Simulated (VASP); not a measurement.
VASP runs on CdS (space group F-43m) share one base input (LDA (Ceperley-Alder, Perdew-Zunger), plane waves, VASP's LDA PAW potentials (set 64)) and change the settings named in each case.

### KPOINTS
```
Automatic mesh
0
Gamma
5 5 5
0 0 0
```

**INCAR**
```
# general
SYSTEM  = CdS
PREC    = Accurate
ENCUT   = 300
LREAL   = F   # projection in real space or not
LASPH   = T

# electronic loop
EDIFF   = 1E-6
NELM    = 100   # most electronic steps
ALGO    = Normal   # blocked Davidson
LMAXMIX = 4   # l cut-off of mixed one-centre charges

# smearing
ISMEAR  = -1   # Fermi-Dirac
SIGMA   = 0.05   # width (eV)

# ions
ISIF    = 2   # forces and stress, cell fixed

# output
LWAVE   = F
LCHARG  = F
```

File POSCAR:
```
CdS
1
    0.0000000000     2.9100000000     2.9100000000
    2.9100000000     0.0000000000     2.9100000000
    2.9100000000     2.9100000000     0.0000000000
Cd S
1 1
Direct
  0.0000000000   0.0000000000   0.0000000000
  0.2500000000   0.2500000000   0.2500000000
```

POTCAR, in this order: Cd S (LDA.64 set). Program: vasp_std.

```json
[
 {"change": "base run", "E(σ→0) (eV/atom)": "-3.6930", "pressure (GPa)": "-1.69", "−TS (eV)": "0.0000"},
 {"change": "GGA = PS, POTCAR Cd S (PBE.64 set)", "E(σ→0) (eV/atom)": "-3.3996", "pressure (GPa)": "0.43", "−TS (eV)": "0.0000"},
 {"change": "GGA_COMPAT = .FALSE., LNONCOLLINEAR = .TRUE., LSORBIT = .TRUE., MAGMOM = 0.0 0.0 0.0 0.0 0.0 0.0, program vasp_ncl", "E(σ→0) (eV/atom)": "-3.7082", "pressure (GPa)": "-1.76", "−TS (eV)": "0.0000"},
 {"change": "KPOINTS 2×2×2 Γ-centred mesh", "E(σ→0) (eV/atom)": "-3.1784", "pressure (GPa)": "1.68", "−TS (eV)": "-0.0004"}
]
```
 Energies of different potentials or functionals have different zeros.  At 300 eV the pressure can carry a Pulay error.

Left out are runs that ran out of time, are held back, or changed the cell or the kind of run, fixed moments of cells without a moment, rows past the twelfth, gaps on odd meshes, pressures of charged cells and columns that move by less than the noise.

The structure is a typed CdS crystal. The cell was not relaxed at this level.
